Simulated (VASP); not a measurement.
A run of VASP 6.6.1 is set up as follows.

Contents of INCAR:

```
PREC = Accurate
ENCUT = 600
EDIFF = 1E-7
ISMEAR = 1
SIGMA = 0.1
LREAL = F
LASPH = T
NELM = 80
ALGO = Fast
ISIF = 2
LWAVE = F
LCHARG = F
GGA = PS
IBRION = 2
NSW = 40
EDIFFG = -0.01
```

KPOINTS

```
Automatic mesh
0
Gamma
  16 16 16
```

POSCAR

```
Ag                                      
1.0
    0.0000000000      1.9844090206      1.9844090206
    1.9844090206      0.0000000000      1.9844090206
    1.9844090206      1.9844090206      0.0000000000
  Ag            
     1
Direct
     0.0000000000000000    0.0000000000000000    0.0000000000000000
```

Potentials or basis: VASP PAW PBE potentials, release 64 (Ag).

Command:

```console
$ cat potpaw_PBE.64/Ag/POTCAR > POTCAR
$ mpirun -np 1 vasp_std > vasp.out
```

Q: What does it give for the band gap on the k mesh?

A: None (metal or under the smearing width).

Final structure:
```xyz
1
Lattice="0.0000 1.9844 1.9844 1.9844 0.0000 1.9844 1.9844 1.9844 0.0000" Properties=species:S:1:pos:R:3 pbc="T T T"
Ag    0.0000    0.0000    0.0000
```

Caveat: the relaxation stopped at its first step, so nothing moved.
